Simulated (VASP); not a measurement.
```xyz
4
Lattice="2.1123 -3.6586 0.0000 2.1123 3.6586 0.0000 0.0000 0.0000 6.8887" Properties=species:S:1:pos:R:3 pbc="T T T"
Cd     2.1123    -1.2195     3.4445
Cd     2.1123     1.2195     0.0001
Se     2.1123    -1.2195     6.0344
Se     2.1123     1.2195     2.5901
```

Method: PBEsol GGA, VASP's PBE PAW potentials (set 64) (plane waves; VASP). Settings: 520 eV cut-off, 7×7×4 Γ-centred mesh, Gaussian smearing of 0.050 eV, potentials Cd Se.

Q: Predict the energy per atom (σ→0), pressure.

A: 
energy per atom (σ→0): -3.069 eV/atom
pressure: 3.70 GPa

The absolute energy has meaning only against runs of the same code, potentials and settings.

The compound is CdSe in the wurtzite structure. This cell is one point of a volume scan, at 0.94 of the reference volume.
